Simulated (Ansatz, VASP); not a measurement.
**Cross-check of Al2Ru (Al2Ru (Fddd)) between VASP and Ansatz**

Wanted: the spread between two codes on one cell, functional and k mesh. The cell is taken from a series of runs on this material, whose earlier steps may have relaxed, scaled, displaced or heated it; both programs get it as it stands.

Calculated with Ansatz 0.2.0; plane waves, with VASP 6.6.1 beside it; relaxation of cell and atoms at PBEsol.

### Step 1. The structure

The structure is orthorhombic, space group Fddd (No. 70). The conventional cell has a = 4.705 Å, b = 7.980 Å, c = 8.783 Å, α = 90.00°, β = 90.00°, γ = 90.00°. Nearest to Al lie 5 Ru at 2.57 to 2.72 Å and 5 Al at 2.60 to 2.73 Å. Nearest to Ru lie 10 Al at 2.57 to 2.72 Å. Farther neighbours are not listed.

### Step 2. VASP: relaxation of cell and atoms, PBEsol

The relaxed volume is the usual yardstick between codes: in a stiff, nearly cubic crystal its relative difference is about their pressure difference at one cell divided by the bulk modulus.

Lines of VASP's logs that name or quote its potential files are left out, and so is its time.

Contents of INCAR:

```
SYSTEM = Al2Ru
PREC = Accurate
ENCUT = 500
EDIFF = 1E-07
NELM = 120
ISMEAR = -1
SIGMA = 0.05
LREAL = .FALSE.
ALGO = Normal
GGA = PS
NBANDS = 26
LASPH = .TRUE.
LORBIT = 11
LWAVE = .FALSE.
LCHARG = .FALSE.
ISIF = 3
IBRION = 2
NSW = 80
EDIFFG = -0.005
GGA_COMPAT = .FALSE.
NELMIN = 4
KPAR = 2
```

Contents of POSCAR:

```
Al2Ru
1.0
    0.0000000000      3.9898380000      4.3915250000
    2.3524750000      0.0000000000      4.3915250000
    2.3524750000      3.9898380000      0.0000000000
Al Ru
4 2
Direct
    0.0790611426      0.4209389712      0.0790608162
    0.4209390585      0.0790610554      0.4209387321
    0.1709388953      0.8290611047      0.1709388953
    0.8290609794      0.1709390206      0.8290609794
    0.7500000379      0.7500000760      0.7499997115
    0.5000000000      0.5000000000      0.5000000000
```

Contents of KPOINTS:

```
Automatic mesh
0
Gamma
11 11 11
0 0 0
```

Potentials, in the order of the species: Al and Ru_pv (PBE family, release 64).

Launch:

```sh
$ mpirun -np 2 vasp_std
```

Numbers of over 12 decimals in the logs are rounded to 6 here.

Output:

```text
[banner, memory and clock lines left out]
running    2 mpi-ranks, on    1 nodes
 distrk:  each k-point on    1 cores,    2 groups
 distr:  one band on    1 cores,    1 groups

 POSCAR found type information on POSCAR AlRu
 POSCAR found :  2 types and       6 ions
|                                                                             |
|               ----> ADVICE to this user running VASP <----                  |
|                                                                             |
|     You enforced a specific xc type in the INCAR file but a different       |
|     [... a line on the potential file left out ...]
|     I HOPE YOU KNOW WHAT YOU ARE DOING!                                     |
|                                                                             |

 LDA part: xc-table for (Slater+PW92), standard interpolation
 POSCAR, INCAR and KPOINTS ok, starting setup
 FFT: planning ... GRIDC
 FFT: planning ... GRID_SOFT
 FFT: planning ... GRID
 WAVECAR not read
 entering main loop
       N       E                     dE             d eps       ncg     rms          rms(c)
DAV:   1     0.282126551480E+03    0.28213E+03   -0.21335E+04 12448   0.142E+03
DAV:   2    -0.304304320134E+02   -0.31256E+03   -0.30506E+03 12006   0.369E+02
DAV:   3    -0.424859433369E+02   -0.12056E+02   -0.11869E+02 13850   0.645E+01
DAV:   4    -0.426509981392E+02   -0.16505E+00   -0.16464E+00 13360   0.741E+00
DAV:   5    -0.426535161205E+02   -0.25180E-02   -0.25177E-02 14338   0.100E+00    0.189E+01
DAV:   6    -0.416822127053E+02    0.97130E+00   -0.18730E+01 12422   0.289E+01    0.589E+00
DAV:   7    -0.409362544125E+02    0.74596E+00   -0.47305E+00 12250   0.148E+01    0.387E+00
DAV:   8    -0.408362303151E+02    0.10002E+00   -0.23642E-01 12504   0.371E+00    0.629E-01
DAV:   9    -0.408311869215E+02    0.50434E-02   -0.12493E-02 13822   0.680E-01    0.361E-01
DAV:  10    -0.408308177395E+02    0.36918E-03   -0.36427E-03 12768   0.474E-01    0.122E-01
DAV:  11    -0.408307108167E+02    0.10692E-03   -0.85798E-04 12116   0.221E-01    0.453E-02
DAV:  12    -0.408307026821E+02    0.81345E-05   -0.32331E-05 13046   0.384E-02    0.650E-03
DAV:  13    -0.408307021574E+02    0.52472E-06   -0.18945E-06 14488   0.725E-03    0.388E-03
DAV:  14    -0.408307020341E+02    0.12331E-06   -0.13750E-07  6724   0.256E-03    0.698E-04
DAV:  15    -0.408307020748E+02   -0.40721E-07   -0.35299E-08  6238   0.913E-04
   1 F= -.40830702E+02 E0= -.40830416E+02  d E =-.408307E+02
[...]
2 F= -.40830560E+02 E0= -.40830280E+02  d E =0.141622E-03
[...]
3 F= -.40831010E+02 E0= -.40830726E+02  d E =-.307468E-03
[...]
4 F= -.40831010E+02 E0= -.40830726E+02  d E =-.307487E-03
 curvature:  -0.22 expect dE=-0.460E-05 dE for cont linesearch -0.706E-07
 ZBRENT: accuracy reached
 trial: gam=-0.00007 g(F)=  0.144E-04 g(S)=  0.610E-05 ort = 0.206E-04 (trialstep = 0.889E+00)
 search vector abs. value=  0.205E-04
 bond charge predicted
       N       E                     dE             d eps       ncg     rms          rms(c)
DAV:   1    -0.408310460235E+02   -0.36424E-04   -0.69996E-04 11480   0.191E-01    0.333E-02
DAV:   2    -0.408310314175E+02    0.14606E-04   -0.15153E-04 12036   0.866E-02    0.223E-02
DAV:   3    -0.408310240514E+02    0.73661E-05   -0.29197E-05 12144   0.368E-02    0.673E-03
DAV:   4    -0.408310226747E+02    0.13767E-05   -0.44344E-06 14246   0.134E-02    0.208E-03
DAV:   5    -0.408310226569E+02    0.17759E-07   -0.16115E-07  7478   0.326E-03
   5 F= -.40831023E+02 E0= -.40830739E+02  d E =-.130953E-04
 trial-energy change:   -0.000013  1 .order   -0.000013   -0.000018   -0.000008
 step:   1.5627(harm=  1.5627)  dis= 0.00065  next Energy=   -40.831026 (dE=-0.160E-04)
 reached required accuracy - stopping structural energy minimisation
```

OUTCAR, selected parts (step 2):

```text
ion  position               nearest neighbor table
   1  0.079  0.421  0.079-   6 2.57   6 2.57   3 2.60   3 2.60   5 2.63   2 2.67   2 2.67   5 2.72
                             5 2.72   2 2.73   4 3.19   4 3.19   4 3.19   4 3.19
   2  0.421  0.079  0.421-   6 2.57   6 2.57   4 2.60   4 2.60   5 2.63   1 2.67   1 2.67   5 2.72
                             5 2.72   1 2.73   3 3.19   3 3.19   3 3.19   3 3.19
   3  0.171  0.829  0.171-   5 2.57   5 2.57   1 2.60   1 2.60   6 2.63   4 2.67   4 2.67   6 2.72
                             6 2.72   4 2.73   2 3.19   2 3.19   2 3.19   2 3.19
   4  0.829  0.171  0.829-   5 2.57   5 2.57   2 2.60   2 2.60   6 2.63   3 2.67   3 2.67   6 2.72
                             6 2.72   3 2.73   1 3.19   1 3.19   1 3.19   1 3.19
   5  0.750  0.750  0.750-   3 2.57   4 2.57   4 2.57   3 2.57   2 2.63   1 2.63   1 2.72   1 2.72
                             2 2.72   2 2.72   6 3.19   6 3.19   6 3.19   6 3.19
   6  0.500  0.500  0.500-   1 2.57   2 2.57   2 2.57   1 2.57   4 2.63   3 2.63   3 2.72   3 2.72
                             4 2.72   4 2.72   5 3.19   5 3.19   5 3.19   5 3.19

  LATTYP: Found a face centered orthorhombic cell.
 ALAT       =     4.7049500000
 B/A-ratio  =     1.6960171734
 C/A-ratio  =     1.8667679784

 Subroutine GETGRP returns: Found  8 space group operations
 (whereof  4 operations were pure point group operations)

The static configuration has the point symmetry D_2 .
 The point group associated with its full space group is D_2h.

 Found    216 irreducible k-points:

   k-points           NKPTS =    216   k-points in BZ     NKDIM =    216   number of bands    NBANDS=     26

   dimension x,y,z NGX =    48 NGY =   36 NGZ =   36
   dimension x,y,z NGXF=    96 NGYF=   72 NGZF=   72

   ENCUT  =  500.0 eV  36.75 Ry    6.06 a.u.  10.82  9.08  8.44*2*pi/ulx,y,z

   NELECT =      40.0000    total number of electrons

 k-points in reciprocal lattice and weights: Automatic mesh
   0.00000000  0.00000000  0.00000000       0.001
   0.09090909 -0.00000000 -0.00000000       0.006
   0.18181818  0.00000000  0.00000000       0.006
   0.27272727  0.00000000  0.00000000       0.006
   0.36363636  0.00000000  0.00000000       0.006
   0.45454545  0.00000000  0.00000000       0.006
   0.09090909  0.09090909  0.00000000       0.002
   0.18181818  0.09090909 -0.00000000       0.006
   0.27272727  0.09090909  0.00000000       0.006
[...]
0.00000000  0.45454545  0.45454545       0.002
  -0.09090909  0.45454545  0.45454545       0.003

 average (electrostatic) potential at core
       1 -69.1784       2 -69.1784       3 -69.1784       4 -69.1784       5 -68.7916
       6 -68.7916

 E-fermi :  10.5871

 k-point     1 :       0.0000    0.0000    0.0000
  band No.  band energies     occupation
    ...
     16       7.6741      2.00000
     17       8.6222      2.00000
     18       9.3849      2.00000
     19       9.4054      2.00000
     20      10.6335      0.56700
     21      12.3123      0.00000
     22      12.9257      0.00000
     23      12.9906      0.00000
     24      13.2326      0.00000
     25      13.4166      0.00000
    ...

 k-point     2 :       0.0909   -0.0000   -0.0000
  band No.  band energies     occupation
    ...
     16       7.6985      2.00000
     17       8.5473      2.00000
     18       9.3251      2.00000
     19       9.4152      2.00000
     20      10.1992      1.99915
     21      12.2826      0.00000
     22      12.3889      0.00000
     23      12.9556      0.00000
     24      13.1780      0.00000
     25      13.3737      0.00000
    ...

 k-point     3 :       0.1818    0.0000    0.0000
  band No.  band energies     occupation
    ...
     16       8.1446      2.00000
     17       8.4645      2.00000
     18       9.1123      2.00000
     19       9.3217      2.00000
     20       9.5640      2.00000
     21      11.6211      0.00000
     22      12.3259      0.00000
     23      12.8127      0.00000
     24      12.8676      0.00000
     25      13.8316      0.00000
    ...

  Total        0.0063582     -0.0008872     -0.0035928      0.0000000      0.0000000      0.0000000
  in kB        0.1238597     -0.0172829     -0.0699881      0.0000000      0.0000000      0.0000000
  external PRESSURE =       0.0121962 kB  Pullay stress =       0.0000000 kB

  energy-cutoff  :      500.00
  volume of cell :       82.25
      direct lattice vectors                 reciprocal lattice vectors
     0.000000000  3.988221464  4.386462680    -0.212704279  0.125369166  0.113987063
     2.350681438  0.000000000  4.386462680     0.212704279 -0.125369166  0.113987063
     2.350681438  3.988221464  0.000000000     0.212704279  0.125369166 -0.113987063

 POSITION                                       TOTAL-FORCE (eV/Angst)
 -----------------------------------------------------------------------------------
      1.17534      0.62992      2.19323         0.000000     -0.004785      0.000000
      1.17534      3.35830      2.19323         0.000000      0.004785      0.000000
      2.35068      1.36419      4.38646        -0.000000      0.004785      0.000000
      2.35068      6.61225      4.38646        -0.000000     -0.004785      0.000000
      3.52602      5.98233      6.57969        -0.000000      0.000000      0.000000
      2.35068      3.98822      4.38646         0.000000      0.000000      0.000000
 -----------------------------------------------------------------------------------
    total drift:                                0.000144      0.000053     -0.000247

  FREE ENERGIE OF THE ION-ELECTRON SYSTEM (eV)
  ---------------------------------------------------
  free  energy   TOTEN  =       -40.8310226569 eV

  energy  without entropy=      -40.8304555933  energy(sigma->0) =      -40.83073913

 reached required accuracy - stopping structural energy minimisation

 total charge
# of ion       s       p       d       tot
------------------------------------------
    1        0.405   0.420   0.000   0.825
    2        0.405   0.420   0.000   0.825
    3        0.405   0.420   0.000   0.825
    4        0.405   0.420   0.000   0.825
    5        0.319   6.273   6.185  12.777
    6        0.319   6.273   6.185  12.777
--------------------------------------------------
tot          2.260  14.225  12.369  28.854

[... 3 further parts left out ...]
```

The gap is under twice the smearing width, so the edge states are partly filled and the run can't tell a small gap from a semimetal.

[end of part 1 of 2]

[Lines on the potential files, build, host, timing and source positions are cut from VASP's logs without a mark.]

[Logs are printed without paths, hosts, clocks, repeated set-up lines and the standing remarks that a program may print on its own settings, such as how far it seeks lower states.]

[Hosts, paths, dates, database ids (printed as entryN), source tags and the programs' standing remarks are cut or masked in the printed files.]
